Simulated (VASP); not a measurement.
```
CELL_PARAMETERS angstrom
      0.00000     2.73531     2.73531
      2.73531     0.00000     2.73531
      2.73531     2.73531     0.00000
ATOMIC_POSITIONS crystal
  Ga 0.00000 0.00000 0.00000
  P  0.25000 0.25000 0.25000
```

The numbers are results of PBE GGA with D3 dispersion (zero damping), VASP's PBE PAW potentials (set 64) (plane waves; VASP), not measurements. Settings: 520 eV cut-off, Gaussian smearing of 0.050 eV, potentials Ga_d P.

Task: Give the energies of bands 7 to 12 at the high-symmetry points, in eV from the valence-band maximum.

Result: 
```
band     Γ      X      U      L      W
----  ----  -----  -----  -----  -----
7     0.00  -6.70  -6.50  -6.57  -6.50
8     0.00  -2.64  -3.88  -1.10  -3.52
9     0.00  -2.64  -2.22  -1.10  -3.37
10    1.74   1.68   2.20   1.64   4.71
11    3.89   1.83   4.78   4.72   4.82
12    3.89  10.51   8.21   4.72   6.08
```

The gap is indirect, 1.61 eV, from the valence maximum at Γ to the conduction minimum at Γ-X at 0.86.

Measured: gap 2.43 eV (computed value off by -0.82 eV), as given by Wei Chen et al., Physical Review Materials (2018), doi:10.1103/physrevmaterials.2.073803 [zero-point renormalisation of 0.08 eV added back (the table's ZPR column)].

The compound is GaP in the zinc blende structure. It was relaxed first.
